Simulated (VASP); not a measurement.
Here is a VASP 6.6.1 calculation.

run.py

```python
from ase.calculators.vasp import Vasp
from ase.dft.bandgap import bandgap
from ase.io import read

atoms = read('CaMn2Bi2.cif')
atoms.set_initial_magnetic_moments([0.0, 0.0, 4.0, 4.0, 0.0])
calc = Vasp(
    directory='calc',
    xc='lda',
    pp='LDA',
    setups='recommended',
    pp_version='54',
    prec='Accurate',
    encut=520,
    ediff=1e-06,
    ismear=0,
    sigma=0.1,
    lreal=False,
    lasph=True,
    nelm=150,
    algo='Normal',
    isif=2,
    lwave=False,
    lcharg=True,
    ispin=2,
    lorbit=11,
    lmaxmix=4,
    lelf=True,
    lvhar=True,
    kpts=[7, 7, 4],
    gamma=True,
    nbands=45,
)
atoms.calc = calc

print('energy (eV):', atoms.get_potential_energy())
print('free energy (eV):', atoms.get_potential_energy(force_consistent=True))
print('forces (eV/A):')
print(atoms.get_forces())
print('stress (eV/A^3, Voigt):', atoms.get_stress())
print('Fermi level (eV):', calc.get_fermi_level())
print('moment (muB):', atoms.get_magnetic_moment())
print('site moments (muB):', atoms.get_magnetic_moments())
gap, top, bottom = bandgap(calc)
print('band gap (eV):', gap, 'from (spin, k, band)', top, 'to', bottom)
```

The input CaMn2Bi2.cif:

```cif
data_CaMn2Bi2
_cell_length_a 4.62638185
_cell_length_b 4.62638185
_cell_length_c 7.72879200
_cell_angle_alpha 90.00000000
_cell_angle_beta 90.00000000
_cell_angle_gamma 120.00000000
_space_group_name_H-M_alt 'P1'
_space_group_name_Hall 'P 1'
_space_group_IT_number 1
loop_
_space_group_symop_operation_xyz
'x,y,z'
loop_
_atom_site_label
_atom_site_type_symbol
_atom_site_symmetry_multiplicity
_atom_site_Wyckoff_symbol
_atom_site_fract_x
_atom_site_fract_y
_atom_site_fract_z
_atom_site_occupancy
Bi1 Bi 1 a 0.3333333333 0.6666666667 0.7511910000 1
Bi2 Bi 1 a 0.6666666667 0.3333333333 0.2488090000 1
Mn1 Mn 1 a 0.3333333333 0.6666666667 0.3792650000 1
Mn2 Mn 1 a 0.6666666667 0.3333333333 0.6207350000 1
Ca1 Ca 1 a 0.0000000000 0.0000000000 0.0000000000 1
```

Potentials or basis: VASP PAW LDA potentials, release 54 (Bi_d, Mn_pv, Ca_sv).

Launch:

```sh
$ python run.py
```

Task: What does it give for the pressure?

Result: -5.1 GPa.

Task: Estimate the band gap on the k mesh.

Result: None (metal or under the smearing width).

Task: Estimate the site moments.

Result: Bi -0.02; Mn +3.94; Ca +0.04 μB.

Task: Predict the net moment.

Result: 8.76 μB per cell.

Forces in eV/Å, atoms in the order of the input:
```
Bi   0.000  0.000 -0.419
Bi   0.000  0.000  0.419
Mn   0.000  0.000  0.138
Mn   0.000  0.000 -0.138
Ca   0.000  0.000  0.000
```

Caveat: spin-orbit coupling is left out, which moves the levels of the heavy elements.
